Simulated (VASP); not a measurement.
# AlB3P4 (Pmn2_1) in VASP: density of states with PBE

Aim: the density of states of AlB3P4 with PBE.

All numbers are computed with VASP 6.6.1; they aren't measurements. Logs are shortened: lines on timing, memory, paths and dates and some standing lists are left out, and cuts for length are marked.

## 1. The structure

Symmetry: Pmn2_1, No. 31, orthorhombic system. Conventional cell: a = 6.756 Å, b = 5.845 Å, c = 5.582 Å, α = 90.00°, β = 90.00°, γ = 90.00°. Around Al (site symmetry m) lie 4 P at 2.30 to 2.32 Å. Around B (site symmetry m) lie 4 P at 1.97 to 2.02 Å. B (site symmetry 1) has 4 P at 1.98 to 2.05 Å as nearest neighbours. P (site symmetry m) has 3 B at 2.02 to 2.05 Å as nearest neighbours. P (site symmetry 1) has 3 B at 1.97 to 2.02 Å as nearest neighbours. P (site symmetry m) has 3 B at 2.01 to 2.02 Å as nearest neighbours.

The cell was built by a generator and needn't be a form met in nature.

## 2. Density of states, PBE

Contents of POSCAR:

```
AlB3P4
1.0
    6.7561300000      0.0000000000      0.0000000000
    0.0000000000      5.8453900000      0.0000000000
    0.0000000000      0.0000000000      5.5821600000
Al B P
2 6 8
Direct
    0.5000000000      0.6626010000      0.5017500000
    0.0000000000      0.3373990000      0.0017500000
    0.5000000000      0.3172690000      0.9997830000
    0.2516360000      0.8375350000      0.0016340000
    0.7483640000      0.8375350000      0.0016340000
    0.0000000000      0.6827310000      0.4997830000
    0.2483640000      0.1624650000      0.5016340000
    0.7516360000      0.1624650000      0.5016340000
    0.5000000000      0.6531080000      0.9171040000
    0.2247210000      0.8518590000      0.3619820000
    0.7752790000      0.8518590000      0.3619820000
    0.0000000000      0.7100190000      0.8593300000
    0.0000000000      0.3468920000      0.4171040000
    0.2752790000      0.1481410000      0.8619820000
    0.7247210000      0.1481410000      0.8619820000
    0.5000000000      0.2899810000      0.3593300000
```

Contents of INCAR.step1:

```
SYSTEM = AlB3P4
ALGO = Normal
EDIFF = 1E-6
ENCUT = 520
GGA = PE
ISIF = 2
ISMEAR = 0
KPAR = 4
LASPH = .True.
LCHARG = .True.
LREAL = .False.
LWAVE = .False.
NBANDS = 46
NELM = 100
PREC = Accurate
SIGMA = 0.03
```

Contents of KPOINTS.step1:

```
k-points
0
Gamma
  4 4 6
  0 0 0
```

Contents of INCAR.step2:

```
SYSTEM = AlB3P4
ALGO = Normal
EDIFF = 1E-6
ENCUT = 520
GGA = PE
ICHARG = 11
ISIF = 2
ISMEAR = -5
KPAR = 4
LASPH = .True.
LCHARG = .False.
LORBIT = 11
LREAL = .False.
LWAVE = .False.
NBANDS = 46
NEDOS = 1001
NELM = 100
PREC = Accurate
SIGMA = 0.03
```

Contents of KPOINTS.step2:

```
k-points
0
Gamma
  6 6 9
  0 0 0
```

Potentials or basis: VASP PAW PBE potentials, release 64 (Al, B, P).

Command:

```
cat potpaw_PBE.64/Al/POTCAR potpaw_PBE.64/B/POTCAR potpaw_PBE.64/P/POTCAR > POTCAR
cp INCAR.step1 INCAR
cp KPOINTS.step1 KPOINTS
mpirun -np 4 vasp_std > vasp.out
cp INCAR.step2 INCAR
cp KPOINTS.step2 KPOINTS
mpirun -np 4 vasp_std > vasp.out
```

OUTCAR:

```text
SYSTEM = AlB3P4
   EDIFF = 1E-6
   ENCUT = 520
   GGA = PE
   ICHARG = 11
   ISIF = 2
   ISMEAR = -5
   LASPH = .True.
   LORBIT = 11
   LREAL = .False.
   NELM = 100
   PREC = Accurate

 ion  position               nearest neighbor table
   1  0.500  0.663  0.502-  10 2.30  11 2.30  16 2.32   9 2.32
   2  0.000  0.337  0.002-  14 2.30  15 2.30  12 2.32  13 2.32
   3  0.500  0.317  1.000-  14 1.97  15 1.97  16 2.01   9 2.02
   4  0.252  0.838  0.002-  14 1.98  12 2.02  10 2.02   9 2.05
   5  0.748  0.838  0.002-  15 1.98  12 2.02  11 2.02   9 2.05
   6  0.000  0.683  0.500-  10 1.97  11 1.97  12 2.01  13 2.02
[... 8 lines left out ...]
  15  0.725  0.148  0.862-   3 1.97   5 1.98   8 2.02   2 2.30
  16  0.500  0.290  0.359-   3 2.01   7 2.02   8 2.02   1 2.32

  LATTYP: Found a simple orthorhombic cell.
 ALAT       =     5.5821600000
 B/A-ratio  =     1.0471555814
 C/A-ratio  =     1.2103074795

  Lattice vectors:

 A1 = (   0.0000000000,   0.0000000000,  -5.5821600000)
 A2 = (   0.0000000000,   5.8453900000,   0.0000000000)
 A3 = (   6.7561300000,   0.0000000000,   0.0000000000)

Analysis of symmetry for initial positions (statically):
=====================================================================
 Subroutine PRICEL returns:
 Original cell was already a primitive cell.

 Routine SETGRP: Setting up the symmetry group for a
 simple orthorhombic supercell.

 Subroutine GETGRP returns: Found  4 space group operations
 (whereof  2 operations were pure point group operations)
 out of a pool of  8 trial point group operations.

The static configuration has the point symmetry C_1h.
 The point group associated with its full space group is C_2v.

Analysis of symmetry for dynamics (positions and initial velocities):
=====================================================================
 Subroutine PRICEL returns:
 Original cell was already a primitive cell.

 Routine SETGRP: Setting up the symmetry group for a
 simple orthorhombic supercell.

 Subroutine GETGRP returns: Found  4 space group operations
 (whereof  2 operations were pure point group operations)
 out of a pool of  8 trial point group operations.

The dynamic configuration has the point symmetry C_1h.
 The point group associated with its full space group is C_2v.

 Subroutine INISYM returns: Found  4 space group operations
 (whereof  2 operations are pure point group operations),
 and found     1 'primitive' translations

----------------------------------------------------------------------------------------
[... 143 lines left out ...]
     AMIX_MAG =   1.60;   BMIX_MAG =  1.00
  volume/ion in A,a.u.               =      13.78        92.98
  Fermi-wavevector in a.u.,A,eV,Ry     =   1.084002  2.048467 15.987677  1.175061
  Thomas-Fermi vector in A             =   2.220082
   LORBIT       =     11    0 simple, 1 ext, 2 COOP (PROOUT), +10 PAW based schemes
   GGA     = PE    functional components
   LHFCALC =     F    Hartree Fock is set to
   AEXX    =    0.0000 exact exchange contribution
   IVDW    =     0    specifies the selected vdW correction
   LEPSILON=     F    determine dielectric tensor
   LRPA    =     F    only Hartree local field effects (RPA)
 non-spin polarized calculation
 Fermi weights with tetrahedron method with Bloechl corrections
  energy-cutoff  :      520.00
  volume of cell :      220.45
 maximum number of plane-waves:      5974

 number of electron      63.9999999 magnetization

 Free energy of the ion-electron system (eV)
  ---------------------------------------------------
  ext. energy  EPLUGINS =         0.00000000
  ---------------------------------------------------
  free energy    TOTEN  =       -95.53030568 eV

  energy without entropy =      -95.53030568  energy(sigma->0) =      -95.53030568

 E-fermi :   7.0757     XC(G=0): -10.3717

 val. band max:        7.0670221898   @ k =   0.0000   0.0000   0.0000
 cond. band min:       7.8591461047   @ k =   0.0000   0.0000   0.0000
 fundamental gap:      0.7921239148
 Fermi energy:         7.0756802410

 k-point     1 :       0.0000    0.0000    0.0000
  band No.  band energies     occupation
      1      -7.8115      2.00000
      2      -5.6171      2.00000
      3      -5.4818      2.00000
      4      -5.1376      2.00000
      5      -4.5305      2.00000
      6      -3.8198      2.00000
[... 1117 lines left out ...]
     43      11.6963      0.00000
     44      11.7545      0.00000

 [... further k-points ...]

 [bands above 44 left out]

------------------------ aborting loop because EDIFF is reached ----------------------------------------

  FORCE on cell =-STRESS in cart. coord.  units (eV):
  Direction    XX          YY          ZZ          XY          YZ          ZX
  --------------------------------------------------------------------------------------
  -------------------------------------------------------------------------------------
  Total       -0.0722474     -0.0004695      0.0130071      0.0000000      0.0000000      0.0000000
  in kB       -0.5250721     -0.0034124      0.0945319      0.0000000      0.0000000      0.0000000
  external PRESSURE =      -0.1446509 kB  Pullay stress =       0.0000000 kB

 VOLUME and BASIS-vectors are now :
 -----------------------------------------------------------------------------
  energy-cutoff  :      520.00
  volume of cell :      220.45
      direct lattice vectors                 reciprocal lattice vectors
     6.756130000  0.000000000  0.000000000     0.148013730  0.000000000  0.000000000
     0.000000000  5.845390000  0.000000000     0.000000000  0.171074984  0.000000000
     0.000000000  0.000000000  5.582160000     0.000000000  0.000000000  0.179142124

 POSITION                                       TOTAL-FORCE (eV/Angst)
 -----------------------------------------------------------------------------------
      3.37806      3.87316      2.80085         0.000000      0.004276      0.001589
      0.00000      1.97223      0.00977         0.000000     -0.004276      0.001589
      3.37806      1.85456      5.58095         0.000000     -0.000751     -0.001334
      1.70009      4.89572      0.00912        -0.002588     -0.001083     -0.000677
      5.05604      4.89572      0.00912         0.002588     -0.001083     -0.000677
      0.00000      3.99083      2.78987         0.000000      0.000751     -0.001334
[... 8 lines left out ...]
      4.89631      0.86594      4.81172        -0.002930     -0.001188     -0.000577
      3.37806      1.69505      2.00584         0.000000      0.001367      0.002077
 -----------------------------------------------------------------------------------
    total drift:                               -0.000000      0.000000      0.000004

  FREE ENERGIE OF THE ION-ELECTRON SYSTEM (eV)
  ---------------------------------------------------
  free  energy   TOTEN  =       -95.5303056842 eV

  energy  without entropy=      -95.5303056842  energy(sigma->0) =      -95.53030568

 total charge

# of ion       s       p       d       tot
------------------------------------------
    1        0.418   0.448   0.000   0.867
    2        0.418   0.448   0.000   0.867
    3        0.656   1.204   0.000   1.859
    4        0.649   1.156   0.000   1.805
    5        0.649   1.156   0.000   1.805
    6        0.656   1.204   0.000   1.859
[... 8 lines left out ...]
   15        0.999   1.579   0.000   2.578
   16        0.998   1.560   0.000   2.558
--------------------------------------------------
tot         12.740  20.459   0.000  33.199
```

OUTCAR.step1:

```text
SYSTEM = AlB3P4
   EDIFF = 1E-6
   ENCUT = 520
   GGA = PE
   ISIF = 2
[... 1404 lines left out ...]
      5.05604      4.89572      0.00912         0.001491      0.000447     -0.000405
      0.00000      3.99083      2.78987         0.000000      0.001613     -0.002181
[... 8 lines left out ...]
      4.89631      0.86594      4.81172        -0.003432     -0.001373      0.000381
      3.37806      1.69505      2.00584         0.000000      0.000889      0.000582
 -----------------------------------------------------------------------------------
    total drift:                               -0.000000      0.000000     -0.000082

  FREE ENERGIE OF THE ION-ELECTRON SYSTEM (eV)
  ---------------------------------------------------
  free  energy   TOTEN  =       -95.5271579608 eV

  energy  without entropy=      -95.5271579608  energy(sigma->0) =      -95.52715796
```

Wall time 4.3 min (4 MPI ranks of Intel Xeon Platinum 8559C (Emerald Rapids), shared host); peak memory 0.69 GiB.

What came out:

- Valence electrons inside the program's atomic spheres: Al 0.87; B 1.86, 1.80; P 2.55, 2.58, 2.56

States per cell in windows of 1 eV (zero at the valence-band top; states under -8 eV left out):
```tsv
from (eV)	total	P9_p	P13_p	P12_p	P16_p	P10_p	P11_p
-8.0	4.34	0.08	0.08	0.10	0.10	0.11	0.11
-7.0	4.86	0.13	0.13	0.12	0.12	0.13	0.13
-6.0	5.77	0.17	0.17	0.16	0.16	0.17	0.17
-5.0	7.56	0.26	0.26	0.23	0.23	0.24	0.24
-4.0	8.21	0.25	0.25	0.31	0.31	0.28	0.28
-3.0	6.45	0.25	0.25	0.26	0.26	0.22	0.22
-2.0	6.26	0.26	0.26	0.23	0.23	0.27	0.27
-1.0	0.87	0.04	0.04	0.03	0.03	0.04	0.04
0.0	0.02	0.00	0.00	0.00	0.00	0.00	0.00
1.0	3.69	0.03	0.03	0.03	0.03	0.03	0.03
2.0	7.88	0.08	0.08	0.08	0.08	0.07	0.07
3.0	9.94	0.14	0.14	0.13	0.13	0.13	0.13
4.0	6.29	0.10	0.10	0.11	0.11	0.09	0.09
5.0	0.20	0.00	0.00	0.00	0.00	0.00	0.00
```
